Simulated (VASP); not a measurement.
Here is the system:

```
CELL_PARAMETERS angstrom
      3.18217     0.00000     0.00000
     -1.59109     2.75584     0.00000
      0.00000     0.00000    26.66942
ATOMIC_POSITIONS crystal
  W  0.66667 0.33333 0.37833
  W  0.33333 0.66667 0.62167
  S  0.33333 0.66667 0.44062
  S  0.33333 0.66667 0.31603
  S  0.66667 0.33333 0.68397
  S  0.66667 0.33333 0.55938
```

Computed with r2SCAN meta-GGA, VASP's PBE PAW potentials (set 64) (plane waves; VASP). Numerical set-up: PREC = Normal, EDIFF = 1E-5, 400 eV cut-off, 12×12×1 Γ-centred mesh, Gaussian smearing of 0.050 eV, potentials W_sv S.

**Question.** The ions and cell shape at fixed volume are relaxed. Predict the relaxed structure.

**Answer.** 
```
CELL_PARAMETERS angstrom
      3.18415     0.00000     0.00000
     -1.59208     2.75756     0.00000
      0.00000     0.00000    26.63624
ATOMIC_POSITIONS crystal
  W  0.66667 0.33333 0.37814
  W  0.33333 0.66667 0.62186
  S  0.33333 0.66667 0.43673
  S  0.33333 0.66667 0.31959
  S  0.66667 0.33333 0.68041
  S  0.66667 0.33333 0.56327
```

**Question.** How much energy does the relaxation gain?

**Answer.** The energy (σ→0) changes by -63.4 meV/atom, in 9 ionic steps.

The cell is a sheet with vacuum, built from WS2 (2H layered).
